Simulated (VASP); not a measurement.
Computed with PBEsol GGA, VASP's PBE PAW potentials (set 64) (plane waves; VASP 6.6.1).

VASP ran on this input.

**KPOINTS**
```
kpoints
0
gamma
 15 15 9
0 0 0
```

### INCAR
```
# general
SYSTEM   =  Ru
PREC     =  Accurate
ENCUT    =  520
LREAL    =  .FALSE.
LASPH    =  .TRUE.

# electronic loop
EDIFF    =  1E-7
NELM     =  100
ALGO     =  Normal
LMAXMIX  =  4

# smearing
ISMEAR   =  1
SIGMA    =  0.1

# functional
GGA      =  PS

# ions
IBRION   =  2
NSW      =  30
ISIF     =  4
EDIFFG   =  -0.01

# output
LWAVE    =  .FALSE.
LCHARG   =  .FALSE.
```

**POSCAR**
```
Ru
1.0
  1.3459908724  -2.3313247300   0.0000000000
  1.3459908724   2.3313247300   0.0000000000
  0.0000000000   0.0000000000   4.2453913865
Ru
2
Cart
  1.3459908724   0.7771097975   1.0613478466
  1.3459908724  -0.7771097975   3.1840435399
```

POTCAR, in this order: Ru_pv (PBE.64 set). Program: vasp_std.

The run wrote:

### OSZICAR
```
       N       E                     dE             d eps       ncg     rms          rms(c)
DAV:   1     0.285944222954E+03    0.28594E+03   -0.18195E+04  4860   0.174E+03
DAV:   2    -0.151847090369E+02   -0.30113E+03   -0.29529E+03  5162   0.497E+02
DAV:   3    -0.218603333452E+02   -0.66756E+01   -0.64741E+01  5084   0.797E+01
DAV:   4    -0.219367910907E+02   -0.76458E-01   -0.75697E-01  5912   0.718E+00
DAV:   5    -0.219378358849E+02   -0.10448E-02   -0.10448E-02  5266   0.793E-01    0.202E+01
DAV:   6    -0.204638144705E+02    0.14740E+01   -0.39534E+00  4916   0.207E+01    0.510E+00
DAV:   7    -0.203575617774E+02    0.10625E+00   -0.31378E-01  5010   0.525E+00    0.108E+00
DAV:   8    -0.203465315763E+02    0.11030E-01   -0.69599E-03  5030   0.995E-01    0.208E-01
DAV:   9    -0.203462102710E+02    0.32131E-03   -0.82988E-04  6048   0.327E-01    0.415E-02
DAV:  10    -0.203462308532E+02   -0.20582E-04   -0.21712E-05  5344   0.458E-02    0.612E-03
DAV:  11    -0.203462311414E+02   -0.28825E-06   -0.11224E-06  6038   0.934E-03    0.344E-03
DAV:  12    -0.203462307714E+02    0.37005E-06   -0.44343E-08  2712   0.196E-03    0.755E-04
DAV:  13    -0.203462308940E+02   -0.12256E-06   -0.14650E-08  2520   0.118E-03    0.519E-04
DAV:  14    -0.203462308739E+02    0.20058E-07   -0.36312E-09  2486   0.521E-04
   1 F= -.20346231E+02 E0= -.20345745E+02  d E =-.203462E+02
       N       E                     dE             d eps       ncg     rms          rms(c)
DAV:   1    -0.203575675401E+02   -0.11337E-01   -0.42504E-01  4902   0.569E+00    0.636E-01
DAV:   2    -0.203482382974E+02    0.93292E-02   -0.13190E-02  4896   0.109E+00    0.263E-01
DAV:   3    -0.203463495199E+02    0.18888E-02   -0.63852E-03  5844   0.562E-01    0.575E-02
DAV:   4    -0.203463566679E+02   -0.71479E-05   -0.18736E-04  5826   0.158E-01    0.394E-02
DAV:   5    -0.203463595672E+02   -0.28994E-05   -0.16262E-05  6504   0.314E-02    0.165E-02
DAV:   6    -0.203463592927E+02    0.27455E-06   -0.33096E-06  5026   0.219E-02    0.189E-03
DAV:   7    -0.203463593038E+02   -0.11116E-07   -0.12146E-07  2692   0.373E-03
   2 F= -.20346359E+02 E0= -.20346035E+02  d E =-.128430E-03
       N       E                     dE             d eps       ncg     rms          rms(c)
DAV:   1    -0.203488438932E+02   -0.24846E-02   -0.84576E-02  4906   0.254E+00    0.284E-01
DAV:   2    -0.203469940762E+02    0.18498E-02   -0.26049E-03  4896   0.494E-01    0.118E-01
DAV:   3    -0.203466152829E+02    0.37879E-03   -0.12883E-03  5838   0.254E-01    0.259E-02
DAV:   4    -0.203466164804E+02   -0.11975E-05   -0.38998E-05  5868   0.723E-02    0.176E-02
DAV:   5    -0.203466164896E+02   -0.92300E-08   -0.35192E-06  6458   0.138E-02    0.801E-03
DAV:   6    -0.203466160125E+02    0.47711E-06   -0.89626E-07  4714   0.112E-02    0.102E-03
DAV:   7    -0.203466160085E+02    0.40454E-08   -0.39793E-08  2500   0.208E-03
   3 F= -.20346616E+02 E0= -.20346209E+02  d E =-.385135E-03
```

### OUTCAR
```
------------------------ aborting loop because EDIFF is reached ----------------------------------------
  FORCE on cell =-STRESS in cart. coord.  units (eV):
  Direction    XX          YY          ZZ          XY          YZ          ZX
  --------------------------------------------------------------------------------------
  Total       -0.0367583     -0.0367583     -0.0364842      0.0000000     -0.0000000      0.0000000
  in kB       -2.2104120     -2.2104122     -2.1939303      0.0000000     -0.0000000      0.0000000
  external PRESSURE =      -2.2049182 kB  Pullay stress =       0.0000000 kB
  volume of cell :       26.64
      direct lattice vectors                 reciprocal lattice vectors
     1.344234163 -2.328282019  0.000000000     0.371959004 -0.214750617  0.000000000
     1.344234163  2.328282019  0.000000000     0.371959004  0.214750617  0.000000000
     0.000000000  0.000000000  4.256494799     0.000000000  0.000000000  0.234935093
 POSITION                                       TOTAL-FORCE (eV/Angst)
 -----------------------------------------------------------------------------------
      1.34423      0.77610      1.06412         0.000000      0.000000      0.000000
      1.34423     -0.77610      3.19237        -0.000000      0.000000      0.000000
 -----------------------------------------------------------------------------------
    total drift:                               -0.000012      0.000498     -0.000045
  FREE ENERGIE OF THE ION-ELECTRON SYSTEM (eV)
  ---------------------------------------------------
  free  energy   TOTEN  =       -20.3466160085 eV

  energy  without entropy=      -20.3453949600  energy(sigma->0) =      -20.34620899

 reached required accuracy - stopping structural energy minimisation
```
(Selected blocks of OUTCAR.)

### CONTCAR
```
Ru
   1.00000000000000
     1.3442341628987551   -2.3282820191840510    0.0000000000000000
     1.3442341628987551    2.3282820191840510    0.0000000000000000
     0.0000000000000000    0.0000000000000000    4.2564947989806088
  Ru
     2
Direct
     0.3333330000000032    0.6666669999999968    0.2500000000000000
     0.6666669999999968    0.3333330000000032    0.7500000000000000
```

The compound is Ru in the hcp structure. This run relaxes it. Symmetry was kept, so distortions that lower it aren't found.
